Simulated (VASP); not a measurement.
Data:

```
YN
1.0
    0.00000     2.45244     2.45244
    2.45244     0.00000     2.45244
    2.45244     2.45244     0.00000
Y N
1 1
Direct
  0.00000   0.00000   0.00000
  0.50000   0.50000   0.50000
```

Level of theory: modified Becke-Johnson potential (mBJ), VASP's PBE PAW potentials (set 64) (plane waves; VASP). Run with 520 eV cut-off, 8×8×8 Γ-centred mesh, Gaussian smearing of 0.050 eV, potentials Y_sv N.

mBJ is a potential without an energy functional, so only the levels count.

Task: Give the energies of bands 6 to 11 at the high-symmetry points, in eV from the valence-band maximum.

Result: 
| band | Γ | X | U | L | W |
|---|---|---|---|---|---|
| 6 | 0.00 | -1.32 | -1.91 | -3.58 | -2.04 |
| 7 | 0.00 | -0.36 | -1.38 | -2.17 | -1.30 |
| 8 | 0.00 | -0.36 | -1.28 | -2.17 | -1.30 |
| 9 | 3.74 | 1.13 | 3.17 | 6.27 | 4.64 |
| 10 | 3.74 | 6.79 | 6.81 | 6.74 | 4.64 |
| 11 | 3.74 | 7.42 | 7.33 | 6.74 | 7.36 |

The gap is indirect, 1.13 eV, from the valence maximum at Γ to the conduction minimum at X.

The compound is YN in the rock salt structure. It was relaxed first. The cell's shape comes from a PBE relaxation.
